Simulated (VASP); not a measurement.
Calculation: optB86b-vdW, VASP's PBE PAW potentials (set 64) (plane waves; VASP).

VASP input:

**INCAR**
```
SYSTEM = Dy
PREC = Accurate
ENCUT = 520
EDIFF = 1E-7
NELM = 100
ALGO = Normal
LREAL = .FALSE.
LASPH = .TRUE.
ISMEAR = 1
SIGMA = 0.1
GGA = MK
PARAM1 = 0.1234
PARAM2 = 1.0
LUSE_VDW = .TRUE.
AGGAC = 0.0
LMAXMIX = 6
LWAVE = .FALSE.
LCHARG = .FALSE.
ISIF = 4
IBRION = 2
NSW = 30
EDIFFG = -0.01
```

### POSCAR
```
Dy
1
    1.7508870202    -3.0326250843     0.0000000000
    1.7508870202     3.0326250843     0.0000000000
    0.0000000000     0.0000000000     5.4095973705
Dy
2
Direct
  0.3333330000   0.6666670000   0.2500000000
  0.6666670000   0.3333330000   0.7500000000
```

File KPOINTS:
```
Automatic mesh
0
Gamma
12 12 7
0 0 0
```

POTCAR, in this order: Dy_3 (PBE.64 set). Program: vasp_std.

The run wrote:

File OSZICAR:
```
       N       E                     dE             d eps       ncg     rms          rms(c)
DAV:   1     0.594844321723E+02    0.59484E+02   -0.87762E+03  1992   0.126E+03
DAV:   2    -0.418350874289E+00   -0.59903E+02   -0.58721E+02  1996   0.326E+02
DAV:   3    -0.395999089159E+01   -0.35416E+01   -0.33303E+01  2756   0.434E+01
DAV:   4    -0.407876158869E+01   -0.11877E+00   -0.11682E+00  2595   0.848E+00
DAV:   5    -0.408274405632E+01   -0.39825E-02   -0.39797E-02  2762   0.112E+00    0.251E+01
DAV:   6    -0.409822907098E+01   -0.15485E-01   -0.19026E-02  3055   0.134E+00    0.150E+01
DAV:   7    -0.411407025463E+01   -0.15841E-01   -0.35497E-02  2990   0.188E+00    0.257E-01
DAV:   8    -0.411399698816E+01    0.73266E-04   -0.19021E-03  2466   0.354E-01    0.800E-02
DAV:   9    -0.411403043721E+01   -0.33449E-04   -0.21020E-04  2363   0.125E-01    0.310E-02
DAV:  10    -0.411402614306E+01    0.42942E-05   -0.38361E-05  2556   0.515E-02    0.402E-02
DAV:  11    -0.411402715106E+01   -0.10080E-05   -0.53992E-06  2386   0.183E-02    0.130E-03
DAV:  12    -0.411402738170E+01   -0.23064E-06   -0.51364E-07  2536   0.661E-03    0.415E-03
DAV:  13    -0.411402728319E+01    0.98513E-07   -0.75156E-08  1478   0.238E-03
   1 F= -.41140273E+01 E0= -.41142623E+01  d E =-.411403E+01
       N       E                     dE             d eps       ncg     rms          rms(c)
DAV:   1    -0.412129763919E+01   -0.72703E-02   -0.26617E-01  1976   0.393E+00    0.332E-01
DAV:   2    -0.411786955461E+01    0.34281E-02   -0.58999E-03  2546   0.838E-01    0.212E-01
DAV:   3    -0.411625091570E+01    0.16186E-02   -0.20359E-03  2492   0.378E-01    0.961E-02
DAV:   4    -0.411627293135E+01   -0.22016E-04   -0.33780E-04  2730   0.143E-01    0.507E-02
DAV:   5    -0.411627403801E+01   -0.11067E-05   -0.74817E-06  2683   0.214E-02    0.197E-02
DAV:   6    -0.411627370094E+01    0.33707E-06   -0.11340E-06  2560   0.824E-03    0.329E-03
DAV:   7    -0.411627367801E+01    0.22931E-07   -0.10001E-07  1321   0.305E-03
   2 F= -.41162737E+01 E0= -.41161804E+01  d E =-.224639E-02
       N       E                     dE             d eps       ncg     rms          rms(c)
DAV:   1    -0.411932046900E+01   -0.30468E-02   -0.13710E-01  1976   0.282E+00    0.238E-01
DAV:   2    -0.411754161540E+01    0.17789E-02   -0.30499E-03  2541   0.603E-01    0.159E-01
DAV:   3    -0.411671910335E+01    0.82251E-03   -0.10142E-03  2499   0.266E-01    0.807E-02
DAV:   4    -0.411672849890E+01   -0.93955E-05   -0.17125E-04  2761   0.102E-01    0.391E-02
DAV:   5    -0.411672887685E+01   -0.37795E-06   -0.38684E-06  2665   0.155E-02    0.123E-02
DAV:   6    -0.411672866409E+01    0.21276E-06   -0.60807E-07  2627   0.603E-03    0.209E-03
DAV:   7    -0.411672864784E+01    0.16244E-07   -0.55583E-08  1143   0.223E-03
   3 F= -.41167286E+01 E0= -.41163717E+01  d E =-.270136E-02
```

File OUTCAR:
```
------------------------ aborting loop because EDIFF is reached ----------------------------------------
  FORCE on cell =-STRESS in cart. coord.  units (eV):
  Direction    XX          YY          ZZ          XY          YZ          ZX
  --------------------------------------------------------------------------------------
  Total        0.9545943      0.9545941      0.9560345      0.0000000     -0.0000000     -0.0000000
  in kB       26.6230382     26.6230346     26.6632062      0.0000000     -0.0000000     -0.0000000
  external PRESSURE =      26.6364263 kB  Pullay stress =       0.0000000 kB
  volume of cell :       57.45
      direct lattice vectors                 reciprocal lattice vectors
     1.740074394 -3.013897055 -0.000000000     0.287344036 -0.165898168 -0.000000000
     1.740074394  3.013897055  0.000000000     0.287344036  0.165898168  0.000000000
     0.000000000 -0.000000000  5.477035526     0.000000000 -0.000000000  0.182580521
 POSITION                                       TOTAL-FORCE (eV/Angst)
 -----------------------------------------------------------------------------------
      1.74007      1.00463      1.36926        -0.000000     -0.000000      0.000000
      1.74007     -1.00463      4.10778         0.000000      0.000000      0.000000
 -----------------------------------------------------------------------------------
    total drift:                                0.000002      0.000093     -0.000012
  FREE ENERGIE OF THE ION-ELECTRON SYSTEM (eV)
  ---------------------------------------------------
  free  energy   TOTEN  =        -4.1167286478 eV

  energy  without entropy=       -4.1156577055  energy(sigma->0) =       -4.11637167

 reached required accuracy - stopping structural energy minimisation
```
(Selected blocks of OUTCAR.)

CONTCAR:
```
Dy
   1.00000000000000
     1.7400743944279413   -3.0138970550582638   -0.0000000000000000
     1.7400743944279413    3.0138970550582638    0.0000000000000000
     0.0000000000000000   -0.0000000000000000    5.4770355263020463
  Dy
     2
Direct
     0.3333330000000032    0.6666669999999968    0.2500000000000000
     0.6666669999999968    0.3333330000000032    0.7500000000000000
```

The 4f electrons are frozen in the core of the lanthanide potential, so 4f levels, which can set the real gap, and their magnetism are missing.

The compound is Dy in the hcp structure. This cell is one point of a volume scan, at 0.94 of the reference volume. Symmetry was kept, so distortions that lower it aren't found.
